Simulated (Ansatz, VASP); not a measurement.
# TlBr3: VASP beside Ansatz, part 2 of 2

One calculation is typed for both programs; each brings its own data sets. How far apart do they land? The cell is generated by rule, not measured, and may not be a known phase. The cell is taken from a series of runs on this material, whose earlier steps may have relaxed, scaled, displaced or heated it; both programs get it as it stands.

VASP 6.6.1 and Ansatz 0.2.0.

So far: The structure; VASP: zone-centre phonons, PBEsol.

The structure was built from a prototype and need not be the compound's stable phase.

### 3. Ansatz: zone-centre phonons, PBEsol

Level of this step: Ansatz beside VASP: Kohn-Sham DFT, plane waves, PBEsol (Ansatz).

Ansatz runs on norm-conserving files, of PseudoDojo where its log says so.

The same cell, functional, mesh and smearing now go to Ansatz, which takes its cutoff from its data sets.

The input, input.yaml:

```yaml
crystal:
  lattice:
    - [5.5180850399, 0.0, 0.0]
    - [0.0, 5.5180850399, 0.0]
    - [0.0, 0.0, 5.5180850399]
  atoms:
    - { symbol: Tl, position: [0.0, 0.0, 0.0] }
    - { symbol: Br, position: [0.5, 0.0, 0.0] }
    - { symbol: Br, position: [0.0, 0.5, 0.0] }
    - { symbol: Br, position: [0.0, 0.0, 0.5] }
kpoints:
  mp_grid: { grid: [8, 8, 8] }
hamiltonian:
  xc: pbesol
  pseudopotentials: { kind: nc }
scf:
  occupations: { method: methfessel_paxton, width: 0.2 }
output:
  eigenvalues: true
phonons:
  method: dfpt
```

Run with:

```sh
> ansatz run input.yaml --threads 4 --pin off --max-ram 7168MiB --backend cpu --events-out ev --progress --plain --runs-dir out
```

Numbers of over 12 decimals in the logs are rounded to 6 here.

What it wrote:

```text
zone centre: on kpoints.mp_grid the ground state, and the responses unless they are solved on pairs of k-points, stand on 125 of the mesh's 512 k-points, reduced under 8 symmetry operations, with k and −k counted as one. Each operation leaves every solved displacement unchanged or reverses it
Engine: ansatz 0.2.0, x86_64-unknown-linux-gnu
Pseudopotentials: kind: nc
Pseudopotential: Tl, nc, valence charge 13, recommended cutoff 843.552974 eV (normal), Tl.nc.azcp (PseudoDojo's, or run here from an input of PseudoDojo's: the run reads no file of this project's for it)
Pseudopotential: Br, nc, valence charge 7, recommended cutoff 625.861884 eV (normal), Br.nc.azcp (PseudoDojo's, or run here from an input of PseudoDojo's: the run reads no file of this project's for it)
Functional definition: PBEsol
  exchange = pbesol_x
  correlation = pbesol_c
Crystal: 4 atoms, lattice volume = 168.022 Å³
Basis set: ecut = 843.552974 eV, 9315 PW (Γ), exchange–correlation on 108×108×108 points (8 copies of the dense FFT grid, shifted against one another)
Bands: 21, of which v1, the nominal top of the filled ones, is band 17 counted from 1 (16 counted from 0)
Symmetry: 48 space group operations
k-points: 125 of 512 (irreducible under 8 space group operations)
Non-local potential: Tl, projectors of the file, l = 0: 2, l = 1: 2, l = 2: 2
Non-local potential: Br, projectors of the file, l = 0: 2, l = 1: 2, l = 2: 2
Initial density: superposition of atomic densities (chi_scale 0.1, normalization cell, long waves kept (reshape's long-wave potential 0.03 eV rms))
Initial wavefunctions: pseudopotential atomic-orbital guess
Functional: x = pbesol(κ = 0.804, μ = 0.123457), c = pbesol(β = 0.046)
SCF iter   1: F=—  HF=-2936.150515 eV  |F-HF|=—  |Δ(HF+E_count)|=         —  Δρ=2.75e-2  dr2=1.82e0  ethr=3.10e-3  ⟨swp⟩=6.4  Hψ=13522  notcnv=0
preconditioner: auto → LDOS  [metal: Δε(μ)=0.009 eV  Ē_g=11.917 eV  σ=0.200 eV  W_gap=0.04  n_scr=26 (ndim 8)  ℏωp=16.7 eV  f_vac=0.230  D(μ)=4.35/eV (n_scr^D=26)  β→1.0]
SCF iter   2: F=—  HF=-2935.565217 eV  |F-HF|=—  |Δ(HF+E_count)|=   5.85e-1  S|Δr|=    0.00e0  Δρ=1.42e-2  dr2=2.70e-1  ethr=3.10e-3  ⟨swp⟩=3.0  Hψ=6279  notcnv=0
SCF iter   3: F=—  HF=-2935.454818 eV  |F-HF|=—  |Δ(HF+E_count)|=   1.10e-1  S|Δr|=    0.00e0  Δρ=1.65e-3  dr2=5.25e-3  ethr=7.93e-4  ⟨swp⟩=2.0  Hψ=5769  notcnv=0
SCF iter   4: F=—  HF=-2935.453192 eV  |F-HF|=—  |Δ(HF+E_count)|=   1.63e-3  S|Δr|=    0.00e0  Δρ=1.71e-4  dr2=2.88e-5  ethr=1.54e-5  ⟨swp⟩=2.1  Hψ=4296  notcnv=0
SCF iter   5: F=—  HF=-2935.453198 eV  |F-HF|=—  |Δ(HF+E_count)|=   6.43e-6  S|Δr|=    0.00e0  Δρ=4.09e-5  dr2=1.92e-6  ethr=8.47e-8  ⟨swp⟩=2.2  Hψ=4745  notcnv=0
SCF iter   6: F=—  HF=-2935.453319 eV  |F-HF|=—  |Δ(HF+E_count)|=   1.21e-4  S|Δr|=    0.00e0  Δρ=1.21e-5  dr2=1.39e-7  ethr=5.66e-9  ⟨swp⟩=2.6  Hψ=4989  notcnv=0
SCF iter   7: F=—  HF=-2935.453319 eV  |F-HF|=—  |Δ(HF+E_count)|=   2.69e-8  S|Δr|=    0.00e0  Δρ=1.36e-6  dr2=1.71e-9  ethr=4.08e-10  ⟨swp⟩=2.3  Hψ=4590  notcnv=0
SCF iter   8: F=—  HF=-2935.453319 eV  |F-HF|=—  |Δ(HF+E_count)|=  4.04e-10  S|Δr|=    0.00e0  Δρ=3.35e-7  dr2=1.23e-10  ethr=5.02e-12  ⟨swp⟩=2.2  Hψ=4596  notcnv=0
SCF iter   9: F=-2935.453319 eV  HF=-2935.453319 eV  |F-HF|=1.36e-12  |Δ(HF+E_count)|=  2.50e-11  S|Δr|=    0.00e0  Δρ=1.67e-8  dr2=3.47e-13  ethr=1.00e-12  ⟨swp⟩=9.1  Hψ=18596  notcnv=0
SCF 1 converged in 9 iterations: F = -2935.453319 eV  dr2 = 3.47e-13
DFPT response loops at Γ: preconditioner auto → none (partly filled bands, converged f_vac=0.244); β = 0.50; Broyden in place of MSR1
SCF converged after 9 iterations
Stability not checked: this state was not tested for a lower state beside it, because cold or Methfessel-Paxton smearing, or corrected tetrahedra, fill the levels in a way that the test cannot read (fill_not_monotonic; see scf.lower_state_search)
Free energy (F): -2935.453319 eV
Harris-Foulkes:  -2935.453319 eV  (|F-HF|=1.36e-12)
Internal energy: -2935.451098 eV  (E = F + TS)
E sigma→0 (E₀):  -2935.452764 eV
Entropy (-TS):   -0.002221 eV (-0.555 meV/atom)
Fermi energy:    0.393059 eV
--- Per-component energies (eV) ---
  E_band       = -202.011512
  E_kinetic    = 1216.676550
  E_local      = -2558.527477  (includes V_loc(G=0)·N_el)
  E_nonlocal   = -109.726250
  E_hartree    = 913.878608
  E_xc         = -936.116608
  E_vxc        = -578.191527  (∫ρ·V_xc dr)
  E_ewald      = -1461.635921
  E_smearing   = -0.002221  (= −TS)
  E_closure    = 0.000000  (closes the sum)
  Σ components = -2935.453319   (vs F -2935.453319, Δ=0.00e0)
--- Band table (eV; the first three rows and the last of 125) ---
  k-point 0: bands = [... 13 lower, -0.1935, -0.1935, -0.1508, -0.1508, -0.1508, 6.2214, 8.7991, 8.7991]
  k-point 1: bands = [... 13 lower, -0.2117, -0.2098, -0.1601, -0.1601, -0.0819, 6.3607, 8.8149, 8.8149]
  k-point 2: bands = [... 13 lower, -0.2756, -0.2485, -0.1640, -0.1640, 0.3175, 6.7466, 8.3079, 8.8384]
  k-point 124: bands = [... 13 lower, -0.1081, 0.4344, 0.4344, 0.4344, 4.2855, 4.7028, 4.7028, 4.7028]
--- Phonons (Γ-DFPT): 3 representative perturbations + reference, on 125 of 512 k-points (Σ response iterations 11) ---
  k mesh reduced under 8 symmetry operations, with k and −k counted as one. Each operation leaves every solved displacement unchanged or reverses it
  ASR residual: 2.575e-5 → 0.000e0 eV/Å²; symmetrization residual: 1.317e-5 eV/Å²
  ASR residual per site (eV/Å²): 2.45e-5 2.57e-5 2.57e-5 2.57e-5
  Γ frequencies (cm⁻¹): -47.71 -47.71 -47.71 -32.03 -32.03 -32.03 0.00 0.00 0.00 145.95 145.95 145.95
  non-analytic LO–TO correction: not included (Born effective charges unavailable; polar crystals: no LO–TO splitting at Γ)
```

### 4. Side by side

Known differences besides the potentials themselves: the cutoff is 843.553 eV in Ansatz and 500 eV in VASP. Total energies have different zeros and are not compared.

The two programs side by side:

| quantity | Ansatz | VASP | difference |
| --- | --- | --- | --- |
| optical mode 1 to 3 (imaginary, printed as negative) (cm⁻¹) | -47.7 | -46.9 | -0.8 |
| optical mode 4 to 6 (imaginary, printed as negative) (cm⁻¹) | -32.0 | -30.0 | -2.0 |
| optical mode 7 to 9 (cm⁻¹) | 145.9 | 145.2 | +0.49 % |

Modes are paired by rising frequency, not by their patterns, so a pair may set unlike modes beside each other; they are those without the splitting of longitudinal modes.

### 5. What came out

```
r.m.s. difference of the optical zone-centre modes, each program's sorted by frequency (zone-centre phonons, PBEsol) : 1.3 cm⁻¹
```

What this shows: The r.m.s. difference of the optical zone-centre modes, each program's sorted by frequency is 1.3 cm⁻¹ (zone-centre phonons, PBEsol). How closely two codes agree says nothing of how well the functional describes the real material.

[Lines on the potential files, build, host, timing and source positions are cut from VASP's logs without a mark.]

[Logs are printed without paths, hosts, clocks, repeated set-up lines and the standing remarks that a program may print on its own settings, such as how far it seeks lower states.]

[Hosts, paths, dates, database ids (printed as entryN), source tags and the programs' standing remarks are cut or masked in the printed files.]
